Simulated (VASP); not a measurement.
Input:

```
KI
1.0
    4.96350     0.00000     0.00000
    0.00000     7.01946     0.00000
    0.00000     0.00000    24.81977
K I
4 4
Direct
  0.00000   0.00000   0.35872
  0.50000   0.50000   0.44441
  0.00000   0.00000   0.55559
  0.50000   0.50000   0.64128
  0.50000   0.00000   0.45253
  0.00000   0.50000   0.34958
  0.50000   0.00000   0.65042
  0.00000   0.50000   0.54747
```

These are PBEsol GGA, VASP's PBE PAW potentials (set 64) (plane waves; VASP) values and carry that method's errors. Settings: PREC = Normal, 400 eV cut-off, 4×3×1 Γ-centred mesh, Gaussian smearing of 0.050 eV, potentials K_sv I.

Unless said otherwise, spin-orbit coupling is left out, though it shifts the bands of the heavy elements here.

Task: Estimate the energy per atom (σ→0), band gap (on the k-mesh) with the smallest direct gap where there is one.

Result: 
The band gap (on the k-mesh) comes out as 3.56 eV. The smallest direct gap (on the k-mesh) is 3.56 eV. The energy per atom (σ→0) comes out as -2.805 eV/atom.

The cell is a thin slab with vacuum, built from KI (rock salt): (110) face.
